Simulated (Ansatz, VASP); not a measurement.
**GeS: VASP beside Ansatz**

One calculation is typed for both programs; each brings its own data sets. How far apart do they land? The structure shown is the start of the Ansatz relaxation below; VASP solves that cell, so the two are compared at the walk's first step.

Main program and level: Ansatz 0.2.0; plane waves, with VASP 6.6.1 beside it; single point at LDA.

### 1. The starting structure

The cell holds 16 atoms: 8 Ge and 8 S. Cell: a = 3.646 Å, b = 4.299 Å, c = 34.403 Å, α = 90.0°, β = 90.0°, γ = 90.0°. It derives from GeS. Vacuum lies along c.

Structure file:

```cif
data_structure
_symmetry_space_group_name_H-M 'P 1'
_symmetry_Int_Tables_number 1
_cell_length_a 3.6460
_cell_length_b 4.2990
_cell_length_c 34.4025
_cell_angle_alpha 90.000
_cell_angle_beta 90.000
_cell_angle_gamma 90.000
_cell_volume 539.23
loop_
_atom_site_label
_atom_site_type_symbol
_atom_site_fract_x
_atom_site_fract_y
_atom_site_fract_z
_atom_site_occupancy
Ge1 Ge 0.75000 0.87230 0.76746 1
Ge2 Ge 0.25000 0.37230 0.68953 1
Ge3 Ge 0.75000 0.62770 0.61513 1
Ge4 Ge 0.25000 0.12770 0.53720 1
Ge5 Ge 0.75000 0.87230 0.46280 1
Ge6 Ge 0.25000 0.37230 0.38487 1
Ge7 Ge 0.75000 0.62770 0.31047 1
Ge8 Ge 0.25000 0.12770 0.23254 1
S9 S 0.25000 0.50230 0.75881 1
S10 S 0.75000 0.00230 0.69818 1
S11 S 0.25000 0.99770 0.60648 1
S12 S 0.75000 0.49770 0.54585 1
S13 S 0.25000 0.50230 0.45415 1
S14 S 0.75000 0.00230 0.39352 1
S15 S 0.25000 0.99770 0.30182 1
S16 S 0.75000 0.49770 0.24119 1
```

### 2. Ansatz: relaxation, LDA

Ansatz runs on its default PAW (the set named soft_2) files.

The two programs are compared at the cell with which this relaxation starts, whose forces are those of its first step.

Contents of input.yaml:

```yaml
crystal:
  lattice:
    - [3.646, 0.0, 0.0]
    - [0.0, 4.299, 0.0]
    - [0.0, 0.0, 34.4025398]
  atoms:
    - { symbol: Ge, position: [0.75, 0.8723, 0.767459029] }
    - { symbol: S, position: [0.25, 0.5023, 0.758806749] }
    - { symbol: S, position: [0.75, 0.0023, 0.698179859] }
    - { symbol: Ge, position: [0.25, 0.3723, 0.68952758] }
    - { symbol: Ge, position: [0.75, 0.6277, 0.61513016] }
    - { symbol: S, position: [0.25, 0.9977, 0.60647788] }
    - { symbol: S, position: [0.75, 0.4977, 0.54585099] }
    - { symbol: Ge, position: [0.25, 0.1277, 0.53719871] }
    - { symbol: Ge, position: [0.75, 0.8723, 0.46280129] }
    - { symbol: S, position: [0.25, 0.5023, 0.45414901] }
    - { symbol: S, position: [0.75, 0.0023, 0.39352212] }
    - { symbol: Ge, position: [0.25, 0.3723, 0.38486984] }
    - { symbol: Ge, position: [0.75, 0.6277, 0.31047242] }
    - { symbol: S, position: [0.25, 0.9977, 0.301820141] }
    - { symbol: S, position: [0.75, 0.4977, 0.241193251] }
    - { symbol: Ge, position: [0.25, 0.1277, 0.232540971] }
kpoints:
  mp_grid: { grid: [8, 8, 1] }
scf:
  occupations: { method: fermi_dirac, width: 0.02 }
  n_extra_bands: 8
hamiltonian:
  xc: lda
  pseudopotentials: { kind: paw }
output:
  forces: true
  write_potential: true
  volumetric_format: []
relax:
  f_tol: 0.01
  max_steps: 40
  cell: { fix: [c, alpha, beta] }
```

Command:

```bash
> ansatz run input.yaml --threads 4 --pin off --max-ram 12288MiB --backend cpu --events-out ev --progress --plain --runs-dir out
```

Numbers of over 12 decimals in the logs are rounded to 6 here.

Output:

```text
scf.n_extra_bands = 8 over 80 filled bands (N_el = 160.0): the run solves 88 bands
Engine: ansatz 0.2.0, x86_64-unknown-linux-gnu
Pseudopotentials: kind: paw
Pseudopotential: Ge, paw, valence charge 14, recommended cutoff 420 eV (normal), Ge.paw.azcp
Pseudopotential: S, paw, valence charge 6, recommended cutoff 420 eV (normal), S.paw.azcp
Functional definition: SPW92
  exchange = slater_x
  correlation = pw_c
Crystal: 16 atoms, lattice volume = 539.231 Å³
Basis set: ecut = 420 eV, 10553 PW (Γ)
Bands: 88, of which v1, the nominal top of the filled ones, is band 80 counted from 1 (79 counted from 0)
Symmetry: 4 space group operations
Space group: P21/m (ITA 11), of the structure as read, at distance tolerance 8.1e-5 Å
k-points: 25 of 64
Non-local potential: Ge, projectors of the file, l = 0: 2, l = 1: 2, l = 2: 3, l = 3: 1
Non-local potential: S, projectors of the file, l = 0: 2, l = 1: 2, l = 2: 2
PAW form: soft (Blöchl's): semilocal exchange-correlation on the pseudo side does not see the compensation charge
PAW frozen core: Ge, regenerated for the run's functional, and the local potential with it (the file was generated under x = pbe(κ = 0.804, μ = 0.219515), c = pbe(β = 0.066725))
PAW frozen core: S, regenerated for the run's functional, and the local potential with it (the file was generated under x = pbe(κ = 0.804, μ = 0.219515), c = pbe(β = 0.066725))
PAW one-centre angular grid: Ge, 590 points (default); XC on 64 Gauss nodes
PAW one-centre angular grid: S, 110 points (default); XC on 64 Gauss nodes
Initial density: superposition of atomic densities (neutral atoms: chi_scale 0, normalization atom), corrected by the library's trained network
Initial wavefunctions: pseudopotential atomic-orbital guess
Functional: x = slater, c = lda
SCF iter   1: F=—  HF=-40686.179361 eV  |F-HF|=—  |Δ(HF+E_count)|=         —  Δρ=5.11e-3  dr2=2.33e-1  ethr=1.77e-3  ⟨swp⟩=7.1  Hψ=8544  notcnv=0
preconditioner: auto → Resta (q_TF=auto, 2.228 Å⁻¹)  ε∞=2.3  [insulator: Δε(μ)=1.048 eV  Ē_g=17.491 eV  σ=0.020 eV  W_gap=1.00  n_scr=92 (ndim 8)  ℏωp=20.2 eV  f_vac=0.375  D(μ)=0.00/eV (n_scr^D=0)  ε∞_Penn≈2.3  vacuum switching on, ρ_ref=2.2e-2 e/Å³]
SCF iter   2: F=—  HF=-40686.123839 eV  |F-HF|=—  |Δ(HF+E_count)|=   5.55e-2  Δρ=2.20e-3  dr2=8.42e-2  ethr=1.46e-4  ⟨swp⟩=2.9  Hψ=3422  notcnv=0  defer=73
SCF iter   3: F=—  HF=-40686.122907 eV  |F-HF|=—  |Δ(HF+E_count)|=   9.33e-4  Δρ=1.40e-3  dr2=9.30e-2  ethr=5.26e-5  ⟨swp⟩=4.0  Hψ=3830  notcnv=0  defer=71
SCF iter   4: F=—  HF=-40686.114301 eV  |F-HF|=—  |Δ(HF+E_count)|=   8.61e-3  Δρ=7.68e-4  dr2=2.32e-3  ethr=5.26e-5  ⟨swp⟩=3.0  Hψ=2833  notcnv=0  defer=70
SCF iter   5: F=—  HF=-40686.114077 eV  |F-HF|=—  |Δ(HF+E_count)|=   2.25e-4  Δρ=1.92e-4  dr2=1.00e-3  ethr=1.45e-6  ⟨swp⟩=2.1  Hψ=3190  notcnv=0  defer=69
SCF iter   6: F=—  HF=-40686.113965 eV  |F-HF|=—  |Δ(HF+E_count)|=   1.12e-4  Δρ=5.97e-5  dr2=4.11e-5  ethr=6.27e-7  ⟨swp⟩=2.0  Hψ=2638  notcnv=0  defer=69
SCF iter   7: F=—  HF=-40686.113794 eV  |F-HF|=—  |Δ(HF+E_count)|=   1.71e-4  Δρ=2.62e-5  dr2=3.96e-6  ethr=2.57e-8  ⟨swp⟩=2.1  Hψ=2841  notcnv=0  defer=69
SCF iter   8: F=—  HF=-40686.113794 eV  |F-HF|=—  |Δ(HF+E_count)|=   9.25e-8  Δρ=6.63e-6  dr2=2.71e-7  ethr=2.48e-9  ⟨swp⟩=2.0  Hψ=2977  notcnv=0  defer=69
SCF iter   9: F=-40686.113794 eV  HF=-40686.113794 eV  |F-HF|=4.46e-9  |Δ(HF+E_count)|=   2.73e-8  Δρ=1.82e-6  dr2=1.81e-8  ethr=6.25e-11  ⟨swp⟩=9.2  Hψ=15183  notcnv=0
SCF 1 converged in 9 iterations: F = -40686.113794 eV  dr2 = 1.81e-8
  greatest PAW one-centre occupation: 0.999 electrons in one spin orbital (limit 2), on the Ge atom at site 11 (counted from 0), in its partial waves of l = 2
relax step   1: F+E_penalty+E_count = -40686.11379378 eV  Δ(F+E_penalty+E_count) = +0.000e0 eV  max|allowed force component| = 4.146e-1 eV/Å  Δτ_max = 0.0000 Å  P = -1.699 GPa  Ω = 539.231 Å³  fix = [c, alpha, beta]  reactions: c -1.880 GPa; alpha -0.035 GPa/rad  (9 SCF iters, dr2 threshold 1.00e-7 eV, accepted)
Crystal: 16 atoms, lattice volume = 507.824 Å³
Basis set: ecut = 420 eV, 9793 PW (Γ)
Initial density: handed on by an earlier stage of this run
Initial wavefunctions: those handed on with the density
iter 1 solved again at ethr=1.02e-4 eV; its pass at ethr=3.10e-3 eV (dr2=1.63e-1 eV) is discarded
SCF iter   1: F=—  HF=-40686.330580 eV  |F-HF|=—  |Δ(HF+E_count)|=         —  Δρ=6.73e-3  dr2=1.67e-1  ethr=1.02e-4  ⟨swp⟩=2.4  Hψ=12598  notcnv=0
preconditioner: auto → Resta (q_TF=auto, 2.251 Å⁻¹)  ε∞=2.4  [insulator: Δε(μ)=0.814 eV  Ē_g=17.589 eV  σ=0.020 eV  W_gap=1.00  n_scr=92 (ndim 8)  ℏωp=20.8 eV  f_vac=0.385  D(μ)=0.00/eV (n_scr^D=0)  ε∞_Penn≈2.4  vacuum switching on, ρ_ref=2.2e-2 e/Å³]
SCF iter   2: F=—  HF=-40686.306521 eV  |F-HF|=—  |Δ(HF+E_count)|=   2.41e-2  Δρ=3.34e-3  dr2=8.57e-2  ethr=1.02e-4  ⟨swp⟩=3.2  Hψ=3205  notcnv=0  defer=3
[...]
SCF converged after 8 iterations
Free energy (F): -40686.356373 eV
Harris-Foulkes:  -40686.356373 eV  (|F-HF|=2.91e-11)
Internal energy: -40686.356373 eV  (E = F + TS)
E sigma→0 (E₀):  -40686.356373 eV
Fermi energy:    3.476127 eV
--- Per-component energies (eV) ---
  E_band       = -1957.503518
  E_kinetic    = 1744.237649
  E_local      = -172729.452997  (includes V_loc(G=0)·N_el)
  E_nonlocal   = 3577.166841
  E_hartree    = 84592.172967
  E_xc         = -1373.912421
  E_vxc        = -1224.466719  (∫ρ·V_xc dr)
  E_paw        = -20042.906111  (= ΣΔE_a)
  E_vpaw       = -2509.337070  (= ΣTr[D̂ρ^β])
  E_aug_tail   = 0.002269  (compensation charges beyond the density's cutoff)
  E_ewald      = 63529.843240
  E_core_change = 16.492190  (= ΣΔE_core)
  E_smearing   = -0.000000  (= −TS)
  E_closure    = 0.000000  (closes the sum)
  Σ components = -40686.356373   (vs F -40686.356373, Δ=0.00e0)
--- Forces (eV/Å), atoms counted from 1 ---
  atom   1  Ge     0.00000000    -0.00006668    -0.00006617
  atom   2  S      0.00000000     0.00042425    -0.00040725
  atom   3  S      0.00000000     0.00042224     0.00030817
  atom   4  Ge     0.00000000     0.00061115    -0.00011934
  atom   5  Ge     0.00000000     0.00167580     0.00079050
  atom   6  S      0.00000000    -0.00243175     0.00183651
  atom   7  S      0.00000000     0.00198374    -0.00237769
  atom   8  Ge     0.00000000    -0.00073267     0.00012185
  atom   9  Ge     0.00000000     0.00073267    -0.00012185
  atom  10  S      0.00000000    -0.00198374     0.00237769
  atom  11  S      0.00000000     0.00243175    -0.00183651
  atom  12  Ge     0.00000000    -0.00167580    -0.00079050
  atom  13  Ge     0.00000000    -0.00061115     0.00011934
  atom  14  S      0.00000000    -0.00042224    -0.00030817
  atom  15  S      0.00000000    -0.00042425     0.00040725
  atom  16  Ge     0.00000000     0.00006668     0.00006617
  max |Σ_I F_I| component: 2.03e-19 eV/Å
--- Stress (GPa, compression-positive) ---
       -0.002312       0.000000       0.000000
        0.000000       0.002439       0.005909
        0.000000       0.005909       0.004700
  P = ⅓ Tr σ = 0.0016 GPa (0.016 kbar)
--- Band table (eV; the first three rows and the last of 25) ---
  k-point 0: bands = [... 76 lower, 2.2065, 2.4536, 2.6800, 2.7624, 3.9527, 4.7417, 5.3988, 5.4336, ... 4 higher]
  k-point 1: bands = [... 76 lower, 1.9881, 2.2795, 2.5687, 2.7172, 3.9901, 4.7725, 5.5140, 5.5991, ... 4 higher]
  k-point 2: bands = [... 76 lower, 2.3022, 2.3913, 2.5726, 2.7176, 4.3077, 4.8386, 5.0321, 5.2253, ... 4 higher]
  k-point 24: bands = [... 76 lower, 1.4014, 1.4014, 1.4298, 1.4298, 5.8292, 5.8292, 5.8916, 5.8916, ... 4 higher]
--- Relaxed structure (7 steps of the walk, 6 accepted, 1 SCFs on fresh bases) ---
  F+E_penalty+E_count = -40686.35637315 eV   max|allowed force component| = 2.432e-3 eV/Å   (the final SCF, on the basis selected at the relaxed cell)
  cell:  # Å, volume = 511.8985 Å³
    - [3.647816, 0, 0]
    - [0, 4.079063, 0]
    - [0, 0, 34.4025398]
  atoms:
    - { symbol: Ge, position: [0.750000, 0.895068, 0.758586] }
    - { symbol: S, position: [0.25, 0.497462, 0.752657] }
    - { symbol: S, position: [0.750000, -0.00449402, 0.690410] }
    - { symbol: Ge, position: [0.25, 0.390581, 0.683739] }
    - { symbol: Ge, position: [0.750000, 0.618067, 0.612737] }
    - { symbol: S, position: [0.25, 1.006118, 0.604293] }
    - { symbol: S, position: [0.750000, 0.506050, 0.543417] }
    - { symbol: Ge, position: [0.25, 0.117576, 0.534959] }
    - { symbol: Ge, position: [0.750000, 0.882424, 0.465041] }
    - { symbol: S, position: [0.25, 0.493950, 0.456583] }
    - { symbol: S, position: [0.750000, -0.00611764, 0.395707] }
    - { symbol: Ge, position: [0.25, 0.381933, 0.387263] }
    - { symbol: Ge, position: [0.750000, 0.609419, 0.316261] }
    - { symbol: S, position: [0.25, 1.004494, 0.309590] }
    - { symbol: S, position: [0.750000, 0.502538, 0.247343] }
    - { symbol: Ge, position: [0.25, 0.104932, 0.241414] }
```

The column dr2 measures how far the density is from self-consistency, as an energy; F and HF (Harris–Foulkes) agree once it is small.

(Continued in part 2 of 2.)

[Lines on the potential files, build, host, timing and source positions are cut from VASP's logs without a mark.]

[Logs are printed without paths, hosts, clocks, repeated set-up lines and the standing remarks that a program may print on its own settings, such as how far it seeks lower states.]

[Hosts, paths, dates, database ids (printed as entryN), source tags and the programs' standing remarks are cut or masked in the printed files.]
